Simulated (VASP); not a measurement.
BAs (zinc blende): the mBJ gap over mesh and path against the volume, with the cell scaled uniformly; PBEsol's own equilibrium is at 13.631 Å³/atom. VASP (PAW), 520 eV cut-off, 11×11×11 Γ-centred mesh, Gaussian smearing of 0.050 eV, potentials B As. mBJ is a potential without an energy functional, so only the levels count. Fit the value as a straight line in ln V.

```json
[
 {"V (Å³/atom)": "11.996", "mBJ gap over mesh and path (eV)": "1.571"},
 {"V (Å³/atom)": "12.405", "mBJ gap over mesh and path (eV)": "1.621"},
 {"V (Å³/atom)": "12.814", "mBJ gap over mesh and path (eV)": "1.669"},
 {"V (Å³/atom)": "13.222", "mBJ gap over mesh and path (eV)": "1.714"},
 {"V (Å³/atom)": "13.631", "mBJ gap over mesh and path (eV)": "1.755"},
 {"V (Å³/atom)": "14.04", "mBJ gap over mesh and path (eV)": "1.794"}
]
```

**Question.** Fit the rows as the text says and predict the value at 14.449.

**Answer.** The slope against ln V is 1.42 eV, the volume deformation potential of this gap. The line misses the rows by up to 0.003 and gives 1.837 at 14.449. The run gave 1.830, -0.007 from the line.

Left out are failed runs and those whose mesh is unfit for this quantity.

The compound is BAs in the zinc blende structure.
